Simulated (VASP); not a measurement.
Consider the following.

```
CELL_PARAMETERS angstrom
      0.00000     2.98128     2.98128
      2.98128     0.00000     2.98128
      2.98128     2.98128     0.00000
ATOMIC_POSITIONS crystal
  Li 0.25000 0.25000 0.25000
  Li 0.75000 0.75000 0.75000
  Se 0.00000 0.00000 0.00000
```

These are SCAN meta-GGA, VASP's PBE PAW potentials (set 64) (plane waves; VASP 6.6.1) values and carry that method's errors. Settings: 520 eV cut-off, 9×9×9 Γ-centred mesh, tetrahedra with Blöchl corrections, potentials Li_sv Se.

**Question.** Give the energies of bands 4 to 9 at the high-symmetry points, in eV from the valence-band maximum.

**Answer.** 
```tsv
band	Γ	X	U	L	W
4	0.00	-2.29	-2.13	-2.95	-1.92
5	0.00	-1.48	-2.08	-0.54	-1.92
6	0.00	-1.48	-1.20	-0.54	-1.79
7	4.23	3.44	4.64	6.05	5.63
8	6.34	7.06	8.13	6.62	7.23
9	6.34	11.42	9.45	6.62	8.99
```

The gap is indirect, 3.44 eV, from the valence maximum at Γ to the conduction minimum at X.

The compound is Li2Se in the antifluorite structure. It was relaxed first.
